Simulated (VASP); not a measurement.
Data:

```
SnGe
1.0
    6.93005     0.00000     0.00000
    0.00000     3.95831     0.00000
    0.00000     0.00000     6.69952
Sn Ge
4 4
Cartesian
  3.42778   0.98958   5.06455
  6.89281   0.98958   4.98473
  3.50227   2.96873   1.63497
  0.03724   2.96873   1.71479
  5.24640   0.98958   0.59745
  1.78138   0.98958   2.75231
  1.68365   2.96873   6.10207
  5.14867   2.96873   3.94721
```

Calculation: LDA (Ceperley-Alder, Perdew-Zunger), VASP's LDA PAW potentials (set 64) (plane waves; VASP 6.6.1). Run with 400 eV cut-off, Gaussian smearing of 0.050 eV, potentials Sn_d Ge_d.

### Question
Give the energies of bands 49 to 62 at the high-symmetry points, in eV from the Fermi level.

### Answer

| band | Γ | X | S | Y | Z | U | R | T |
|---|---|---|---|---|---|---|---|---|
| 49 | -3.94 | -1.79 | -3.63 | -4.33 | -2.22 | -2.59 | -1.76 | -4.81 |
| 50 | -2.25 | -1.79 | -3.63 | -4.33 | -2.22 | -2.59 | -1.76 | -4.81 |
| 51 | -0.93 | -1.35 | -3.63 | -2.71 | -1.45 | -2.57 | -1.76 | -4.08 |
| 52 | -0.43 | -1.35 | -3.63 | -2.71 | -1.45 | -2.57 | -1.76 | -4.08 |
| 53 | 0.02 | -1.33 | -1.61 | -2.19 | -0.81 | -0.61 | -1.37 | -1.96 |
| 54 | 0.39 | -1.33 | -1.61 | -2.19 | -0.81 | -0.61 | -1.37 | -1.96 |
| 55 | 0.90 | 0.62 | -1.61 | -1.83 | 0.56 | -0.61 | -1.37 | 1.09 |
| 56 | 1.09 | 0.62 | -1.61 | -1.83 | 0.56 | -0.61 | -1.37 | 1.09 |
| 57 | 1.36 | 0.92 | 1.08 | -1.54 | 1.31 | 0.93 | -1.07 | 1.47 |
| 58 | 1.40 | 0.92 | 1.08 | -1.54 | 1.31 | 0.93 | -1.07 | 1.47 |
| 59 | 1.50 | 1.82 | 1.08 | 3.04 | 1.77 | 1.01 | -1.07 | 1.55 |
| 60 | 1.58 | 1.82 | 1.08 | 3.04 | 1.77 | 1.01 | -1.07 | 1.55 |
| 61 | 1.76 | 2.82 | 2.24 | 3.92 | 2.34 | 4.38 | 3.00 | 1.89 |
| 62 | 2.35 | 2.82 | 2.24 | 3.92 | 2.34 | 4.38 | 3.00 | 1.89 |

It has no gap at this level: it comes out as a metal or semimetal.

The structure was generated: SnGe was put into the MnP type (Pnma), which need not be its known phase. It was relaxed first, which changed the volume by +10 %.
